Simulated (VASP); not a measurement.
```
CELL_PARAMETERS angstrom
      0.00000     3.49000     3.49000
      3.49000     0.00000     3.49000
      3.49000     3.49000     0.00000
ATOMIC_POSITIONS crystal
  Sr 0.00000 0.00000 0.00000
  Cl 0.25000 0.25000 0.25000
  Cl 0.75000 0.75000 0.75000
```

Level of theory: G0W0 on PBE orbitals, VASP's PBE PAW potentials (set 64) (plane waves; VASP 6.6.1). Run with PREC = Normal, 500 eV cut-off, 4×4×4 Γ-centred mesh, Gaussian smearing of 0.010 eV, potentials Sr_sv_GW Cl_GW.

The mesh is coarse and the basis finite, so the quasiparticle values are not converged.

NBANDS = 192, ENCUTGW = 180 eV, NOMEGA = 64. The PBE levels (eV) that the step starts from are:

```
state                            KS energy  filling
-------------------------------  ---------  -------
k1 (0.00, 0.00, 0.00), band 9        -1.53        2
k1 (0.00, 0.00, 0.00), band 10        0.25        2
k1 (0.00, 0.00, 0.00), band 11        0.25        2
k1 (0.00, 0.00, 0.00), band 12        0.25        2
k1 (0.00, 0.00, 0.00), band 13        5.92        0
k1 (0.00, 0.00, 0.00), band 14        6.69        0
k1 (0.00, 0.00, 0.00), band 15        6.69        0
k1 (0.00, 0.00, 0.00), band 16        9.56        0
k4 (0.25, 0.25, 0.00), band 9        -1.13        2
k4 (0.25, 0.25, 0.00), band 10       -0.61        2
k4 (0.25, 0.25, 0.00), band 11        0.26        2
k4 (0.25, 0.25, 0.00), band 12        0.26        2
k4 (0.25, 0.25, 0.00), band 13        6.64        0
k4 (0.25, 0.25, 0.00), band 14        7.25        0
k4 (0.25, 0.25, 0.00), band 15        7.37        0
k4 (0.25, 0.25, 0.00), band 16        8.67        0
k8 (-0.25, 0.50, 0.25), band 9       -0.62        2
k8 (-0.25, 0.50, 0.25), band 10      -0.62        2
k8 (-0.25, 0.50, 0.25), band 11       0.28        2
k8 (-0.25, 0.50, 0.25), band 12       0.48        2
k8 (-0.25, 0.50, 0.25), band 13       6.82        0
k8 (-0.25, 0.50, 0.25), band 14       7.60        0
k8 (-0.25, 0.50, 0.25), band 15       7.81        0
k8 (-0.25, 0.50, 0.25), band 16       7.81        0
```

### Question
Give the quasiparticle energies and renormalisation factors Z.

### Answer

| state | QP energy (eV) | Z |
|---|---|---|
| k1 (0.00, 0.00, 0.00), band 9 | -3.31 | 0.78 |
| k1 (0.00, 0.00, 0.00), band 10 | -1.35 | 0.79 |
| k1 (0.00, 0.00, 0.00), band 11 | -1.35 | 0.79 |
| k1 (0.00, 0.00, 0.00), band 12 | -1.35 | 0.79 |
| k1 (0.00, 0.00, 0.00), band 13 | 6.49 | 0.85 |
| k1 (0.00, 0.00, 0.00), band 14 | 7.93 | 0.84 |
| k1 (0.00, 0.00, 0.00), band 15 | 7.93 | 0.84 |
| k1 (0.00, 0.00, 0.00), band 16 | 10.46 | 0.84 |
| k4 (0.25, 0.25, 0.00), band 9 | -2.89 | 0.78 |
| k4 (0.25, 0.25, 0.00), band 10 | -2.28 | 0.78 |
| k4 (0.25, 0.25, 0.00), band 11 | -1.33 | 0.79 |
| k4 (0.25, 0.25, 0.00), band 12 | -1.33 | 0.79 |
| k4 (0.25, 0.25, 0.00), band 13 | 7.75 | 0.84 |
| k4 (0.25, 0.25, 0.00), band 14 | 8.56 | 0.83 |
| k4 (0.25, 0.25, 0.00), band 15 | 7.99 | 0.84 |
| k4 (0.25, 0.25, 0.00), band 16 | 10.19 | 0.82 |
| k8 (-0.25, 0.50, 0.25), band 9 | -2.32 | 0.78 |
| k8 (-0.25, 0.50, 0.25), band 10 | -2.32 | 0.78 |
| k8 (-0.25, 0.50, 0.25), band 11 | -1.29 | 0.79 |
| k8 (-0.25, 0.50, 0.25), band 12 | -1.08 | 0.79 |
| k8 (-0.25, 0.50, 0.25), band 13 | 7.80 | 0.83 |
| k8 (-0.25, 0.50, 0.25), band 14 | 8.91 | 0.83 |
| k8 (-0.25, 0.50, 0.25), band 15 | 9.22 | 0.83 |
| k8 (-0.25, 0.50, 0.25), band 16 | 9.22 | 0.83 |
On the mesh the gap opens from 5.34 to 7.46 eV.

The compound is SrCl2 in the fluorite structure. The cell was not relaxed at this level.
